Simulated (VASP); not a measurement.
Computed with HSE06 screened hybrid, VASP's PBE PAW potentials (set 64) (plane waves; VASP 6.6.1).

A VASP calculation is set up with these files.

INCAR:
```
LHFCALC=.True.
ISYM=0
AEXX=0.25
NELMIN=4
LASPH=.True.
LORBIT=10
LCHARG=.False.
PREC=Normal
NUPDOWN=3
ENCUT=400
ISIF=0
LWAVE=.False.
SYSTEM=Al35N35O
ALGO=Normal   # blocked Davidson
ISPIN=2
MAGMOM=71*0.0423
GGA=PE   # PBE
ISMEAR=0   # Gaussian
NELM=50   # most electronic steps
NELECT=285.0
PRECFOCK=Fast
LREAL=Auto   # projection in real space or not
SIGMA=0.05   # width (eV)
EDIFF=1E-5
HFSCREEN=0.2   # 1/Angstrom
```

File POSCAR:
```
Al35N35O
1
    4.6932676572    -8.1289780179     0.0000000000
    4.6932676572     8.1289780179     0.0000000000
    0.0000000000     0.0000000000    10.0192026156
Al N O
35 35 1
Direct
  0.2212922826   0.1112110309   0.2447829756
  0.1104772007   0.2235166822   0.9993519514
  0.2163723410   0.1077488109   0.7520714388
  0.1107283087   0.2260684785   0.5026473962
  0.2219638004   0.4445284226   0.2490949112
  0.1111233152   0.5555912782   0.0003514954
  0.2229400455   0.4450580851   0.7503954596
  0.1110011138   0.5553831258   0.4997241970
  0.2222432518   0.7780732873   0.2490905352
  0.1101283584   0.8870404945   0.9992796890
  0.2215666444   0.7766130887   0.7514007021
  0.1106160579   0.8842303072   0.5030747871
  0.5563779769   0.1112078947   0.2448189391
  0.4445960366   0.2226846187   0.9995182463
  0.5579919315   0.1077367702   0.7521312762
  0.5568768127   0.4471192162   0.2484686937
  0.4440323166   0.5567026298   0.0016160671
  0.5576851437   0.4487015828   0.7537830091
  0.4447945058   0.5580908313   0.4999809040
  0.5561404595   0.7796117538   0.2496372222
  0.4434729483   0.8871161819   0.9993072923
  0.5564809874   0.7775387785   0.7502369179
  0.4402017979   0.8842328080   0.5030741339
  0.8893291465   0.1121399830   0.2487252598
  0.7796646701   0.2235737860   0.9993483425
  0.8887391776   0.1109226994   0.7506633658
  0.7819158480   0.2260742562   0.5026586365
  0.8891311414   0.4445227675   0.2490893565
  0.7792227378   0.5566704844   0.0016083083
  0.8887681916   0.4450185276   0.7503742431
  0.7798404535   0.5580718020   0.4999539202
  0.8900473296   0.7796579822   0.2496570787
  0.7778640476   0.8891687992   0.0001639666
  0.8877461483   0.7775733060   0.7502582440
  0.7788718223   0.8912233225   0.5000073420
  0.1921411021   0.0958007490   0.4324590991
  0.1110395218   0.2236289363   0.1894382362
  0.2213791855   0.1107588586   0.9441274394
  0.1112550313   0.2227658168   0.6921653003
  0.2247446440   0.4452105481   0.4412612926
  0.1111240239   0.5556914164   0.1918423801
  0.2230464047   0.4454935539   0.9410901098
  0.1108440686   0.5550138042   0.6907451041
  0.2216552358   0.7767713413   0.4412388452
  0.1111424477   0.8882572176   0.1894303648
  0.2218599212   0.7771366676   0.9413516166
  0.1104779772   0.8875305553   0.6926464700
  0.5701994768   0.0958607942   0.4324958359
  0.4456280090   0.2247696895   0.1945122990
  0.5559915632   0.1108148105   0.9441206906
  0.4440460926   0.2214235204   0.7213771194
  0.4445156088   0.5562299836   0.1928968304
  0.5564015198   0.4462237357   0.9452286782
  0.4457321310   0.5548827839   0.6894245634
  0.5562911607   0.7795947356   0.4414324375
  0.4435930068   0.8882734222   0.1895140210
  0.5557916965   0.7775387136   0.9410612503
  0.4435979426   0.8874247427   0.6926735968
  0.8897110522   0.1129490187   0.4407245476
  0.7790339653   0.2236494166   0.1894252949
  0.8888391352   0.1111180509   0.9408947381
  0.7780751077   0.2227081818   0.6921339145
  0.8870786007   0.4452646297   0.4412263626
  0.7783281015   0.5562552815   0.1929058362
  0.8890965417   0.4455421616   0.9410988204
  0.7758140100   0.5549093112   0.6893732211
  0.8898445685   0.7795981334   0.4413863758
  0.7781478505   0.8897098994   0.1915934845
  0.8882477536   0.7774777516   0.9410639987
  0.7781142061   0.8895925218   0.6910395973
  0.5709619839   0.4753523713   0.4331129233
```

### KPOINTS
```
K-points
0
G
1 1 1
0 0 0
```

POTCAR, in this order: Al N O (PBE.64 set). Program: vasp_gam. Read from the step before: WAVECAR.

What VASP printed:

**OSZICAR**
```
       N       E                     dE             d eps       ncg     rms          rms(c)
DAV:   1    -0.620697070187E+03   -0.62070E+03   -0.17732E+01   856   0.859E+00    0.487E+01
DAV:   2    -0.620871094133E+03   -0.17402E+00   -0.54143E-01   856   0.197E+00    0.336E+01
DAV:   3    -0.620851803441E+03    0.19291E-01   -0.13722E-01   804   0.100E+00    0.211E+01
DAV:   4    -0.620843344578E+03    0.84589E-02   -0.18784E-02   816   0.363E-01    0.125E+01
DAV:   5    -0.620838168013E+03    0.51766E-02   -0.34550E-03   804   0.160E-01    0.734E+00
DAV:   6    -0.620836567522E+03    0.16005E-02   -0.15220E-03   804   0.997E-02    0.429E+00
DAV:   7    -0.620836015257E+03    0.55227E-03   -0.29220E-04   812   0.603E-02    0.250E+00
DAV:   8    -0.620835838836E+03    0.17642E-03   -0.20046E-04   860   0.477E-02    0.143E+00
DAV:   9    -0.620835801190E+03    0.37646E-04   -0.11013E-04   900   0.315E-02    0.777E-01
DAV:  10    -0.620835790727E+03    0.10463E-04   -0.22472E-05   588   0.167E-02    0.447E-01
DAV:  11    -0.620835788307E+03    0.24197E-05   -0.13137E-05   536   0.112E-02
   1 F= -.62083579E+03 E0= -.62083579E+03  d E =-.711990E-18  mag=     3.0000
```

**OUTCAR**
```
------------------------ aborting loop because EDIFF is reached ----------------------------------------
  volume of cell :      764.49
      direct lattice vectors                 reciprocal lattice vectors
     4.693267657 -8.128978018  0.000000000     0.106535582 -0.061508347  0.000000000
     4.693267657  8.128978018  0.000000000     0.106535582  0.061508347  0.000000000
     0.000000000  0.000000000 10.019202616     0.000000000  0.000000000  0.099808342
  FREE ENERGIE OF THE ION-ELECTRON SYSTEM (eV)
  ---------------------------------------------------
  free  energy   TOTEN  =      -620.8357883070 eV

  energy  without entropy=     -620.8357883070  energy(sigma->0) =     -620.83578831

  exchange ACFDT corr.  =         0.00000000  see jH, gK, PRB 81, 115126

 total charge

# of ion       s       p       d       tot
------------------------------------------
    1        0.412   0.451   0.000   0.863
    2        0.411   0.449   0.000   0.860
    3        0.413   0.454   0.000   0.867
    4        0.417   0.457   0.000   0.874
    5        0.410   0.446   0.000   0.856
    6        0.410   0.445   0.000   0.855
    7        0.409   0.443   0.000   0.852
    8        0.410   0.441   0.000   0.851
    9        0.409   0.444   0.000   0.853
   10        0.411   0.449   0.000   0.860
   11        0.411   0.448   0.000   0.859
   12        0.417   0.458   0.000   0.876
   13        0.412   0.451   0.000   0.863
   14        0.406   0.439   0.000   0.845
   15        0.413   0.454   0.000   0.867
   16        0.405   0.437   0.000   0.842
   17        0.411   0.447   0.000   0.858
   18        0.414   0.456   0.000   0.870
   19        0.406   0.439   0.000   0.845
   20        0.409   0.444   0.000   0.853
   21        0.411   0.449   0.000   0.860
   22        0.410   0.444   0.000   0.854
   23        0.417   0.458   0.000   0.876
   24        0.409   0.443   0.000   0.853
   25        0.411   0.449   0.000   0.860
   26        0.411   0.447   0.000   0.858
   27        0.417   0.457   0.000   0.875
   28        0.410   0.446   0.000   0.857
   29        0.411   0.447   0.000   0.858
   30        0.409   0.443   0.000   0.852
   31        0.406   0.439   0.000   0.845
   32        0.410   0.444   0.000   0.853
   33        0.409   0.444   0.000   0.853
   34        0.410   0.444   0.000   0.854
   35        0.409   0.443   0.000   0.852
   36        1.274   2.420   0.000   3.694
   37        1.229   2.599   0.000   3.828
   38        1.230   2.585   0.000   3.815
   39        1.228   2.598   0.000   3.826
   40        1.229   2.591   0.000   3.820
   41        1.228   2.595   0.000   3.823
   42        1.228   2.595   0.000   3.823
   43        1.228   2.591   0.000   3.818
   44        1.229   2.598   0.000   3.828
   45        1.229   2.597   0.000   3.826
   46        1.228   2.600   0.000   3.829
   47        1.228   2.598   0.000   3.827
   48        1.274   2.420   0.000   3.694
   49        1.227   2.584   0.000   3.811
   50        1.230   2.585   0.000   3.815
   51        1.272   2.432   0.000   3.704
   52        1.228   2.597   0.000   3.825
   53        1.230   2.589   0.000   3.819
   54        1.228   2.592   0.000   3.820
   55        1.231   2.584   0.000   3.816
   56        1.229   2.597   0.000   3.826
   57        1.228   2.595   0.000   3.823
   58        1.228   2.598   0.000   3.826
   59        1.232   2.580   0.000   3.812
   60        1.229   2.599   0.000   3.827
   61        1.228   2.597   0.000   3.825
   62        1.228   2.598   0.000   3.826
   63        1.229   2.591   0.000   3.819
   64        1.228   2.597   0.000   3.825
   65        1.228   2.595   0.000   3.822
   66        1.228   2.592   0.000   3.820
   67        1.231   2.584   0.000   3.815
   68        1.228   2.594   0.000   3.822
   69        1.228   2.595   0.000   3.823
   70        1.228   2.594   0.000   3.823
   71        1.575   3.626   0.000   5.200
--------------------------------------------------
tot         59.092 109.529   0.000 168.621

 magnetization (x)

# of ion       s       p       d       tot
------------------------------------------
    1       -0.003  -0.004   0.000  -0.007
    2        0.000   0.001   0.000   0.001
    3       -0.003  -0.005   0.000  -0.009
    4       -0.003  -0.003   0.000  -0.006
    5        0.000  -0.000   0.000   0.000
    6        0.000   0.000   0.000   0.000
    7       -0.000  -0.000   0.000  -0.000
    8        0.000   0.000   0.000   0.001
    9        0.000   0.000   0.000   0.000
   10        0.000   0.001   0.000   0.001
   11       -0.000  -0.000   0.000  -0.000
   12       -0.003  -0.004   0.000  -0.008
   13       -0.003  -0.004   0.000  -0.007
   14        0.000  -0.002   0.000  -0.001
...
```
(Selected blocks of OUTCAR.)

The cell is charged, with a uniform compensating background. The supercell is sampled at Γ alone, which is coarse: total energies, pressure and levels can be off, energies of defects by several tenths of an eV.

The cell is a supercell with a defect, built from AlN (wurtzite): O_N-vac_Al, charge +1. The cell's shape comes from a PBE relaxation.
